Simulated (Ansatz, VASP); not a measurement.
## Two plane-wave programs on ZrTaN

```
CELL_PARAMETERS angstrom
3.32988 0.00000 0.00000
0.00000 3.32988 0.00000
0.00000 0.00000 7.90412
ATOMIC_POSITIONS crystal
Zr 0.00000 0.50000 0.63968
Zr 0.50000 0.00000 0.36032
Ta 0.50000 0.00000 0.90860
Ta 0.00000 0.50000 0.09140
N 0.00000 0.50000 0.35843
N 0.50000 0.00000 0.64157
```

Change from the starting cell: species swapped into the TaMoN type (P4/nmm, No. 129).

Alike in both runs: functional PBE; k mesh 6 × 6 × 2; occupations gaussian, width 0.1 eV; no spin polarisation.

Ansatz relaxed the structure, and its values are those at the end. VASP's run is a single point on that final structure, the one shown.

```csv
,VASP,Ansatz
version,VASP 6.6.1,Ansatz 0.2.0
potentials or method,"VASP PAW PBE potentials, release 64 (Zr_sv, Ta_pv, N)","scalar-relativistic, plane waves, PAW"
plane-wave cutoff (eV),520,420
valence electrons in the cell,56,60
```

```tsv
	VASP	Ansatz	Ansatz less VASP
gap on the k mesh at the Fermi level (eV)	none	none	-
pressure (GPa)	0.0	-0.2	-0.21
rms of the force components (eV/Å)	0.008	0.009	+0.0011
```

A gap of «none» marks a metal or a gap that the smearing closes. The two sets of potentials don't hold the same shells in valence.

Caveats: the k mesh is coarse (spacing up to 0.40 Å⁻¹), so the values aren't converged. The runs have no spin-orbit coupling, so splittings on Ta are missing.
